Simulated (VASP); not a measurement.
Data:

```
CELL_PARAMETERS angstrom
      2.86633     0.00000     0.00000
      0.00000     2.86633     0.00000
      0.00000     0.00000     4.12478
ATOMIC_POSITIONS crystal
  Ti 0.00000 0.00000 0.00000
  Al 0.50000 0.50000 0.50000
```

Calculation: r2SCAN+rVV10, VASP's PBE PAW potentials (set 64) (plane waves; VASP). Settings: 520 eV cut-off, 13×13×9 Γ-centred mesh, first-order Methfessel-Paxton smearing of 0.10 eV, potentials Ti_sv Al.

Give the stress tensor in GPa (positive for a compressed cell).

```
-6.42   0.00   0.00
 0.00  -6.42   0.00
 0.00   0.00  -6.37
```
The pressure is its mean diagonal, -6.41 GPa.

The compound is TiAl in the L1_0 structure. This cell is one point of a volume scan, at 1.06 of the reference volume. The electron count is odd and the run is not spin-polarised, which forces a metal.
